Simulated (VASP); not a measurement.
An input for Ansatz (written as the equivalent of a VASP run, and not itself run):

Ansatz 0.2 input:
```yaml
crystal:
  lattice:
    - [0.0000000, 3.0037222, 3.0037222]
    - [3.0037222, 0.0000000, 3.0037222]
    - [3.0037222, 3.0037222, 0.0000000]
  atoms:
    - { symbol: K, position: [0.0000000, 0.0000000, 0.0000000] }
    - { symbol: Br, position: [0.5000000, 0.5000000, 0.5000000] }
kpoints:
  mp_grid: { grid: [8, 8, 8] }
hamiltonian:
  xc: pbe
  pseudopotentials: { kind: paw }
scf:
  occupations: { method: gaussian, width: 0.05 }
  max_iter: 100
relax:
  max_steps: 40
  f_tol: 0.02
  cell: { p_target: 10 }
output: { forces: true, stress: true, eigenvalues: true }
```

**Question.** Translate this input to VASP (INCAR, KPOINTS, POSCAR, choice of POTCAR).

**Answer.** One answer among several that fit: 
### INCAR
```
SYSTEM = KBr
PREC = Accurate; ENCUT = 500; LREAL = .FALSE.
LASPH = .TRUE.
EDIFF = 1E-6; NELM = 100; ALGO = Normal
LMAXMIX = 4
ISMEAR = 0; SIGMA = 0.05
GGA = PE
IBRION = 2; NSW = 40; ISIF = 3
EDIFFG = -0.02; PSTRESS = 100
LWAVE = .FALSE.; LCHARG = .FALSE.
```

File POSCAR:
```
KBr
1.0
  0.0000000000   3.0037221969   3.0037221969
  3.0037221969   0.0000000000   3.0037221969
  3.0037221969   3.0037221969   0.0000000000
K Br
1 1
Cartesian
  0.0000000000   0.0000000000   0.0000000000
  3.0037221969   3.0037221969   3.0037221969
```

KPOINTS:
```
Automatic mesh
0
Gamma
8 8 8
0 0 0
```

POTCAR, in this order: K_sv Br (PBE.64 set). Program: vasp_std.

What does not carry over: each code has its own PAW files, so the cut-off isn't converted (ENCUT is set for VASP's; basis.ecutwfc is left out, and Ansatz then takes the one that its files recommend); Ansatz stops its SCF on the density residual and VASP on the energy change (EDIFF).

The compound is KBr in the rock salt structure. It was relaxed first under an external pressure of 10 GPa.
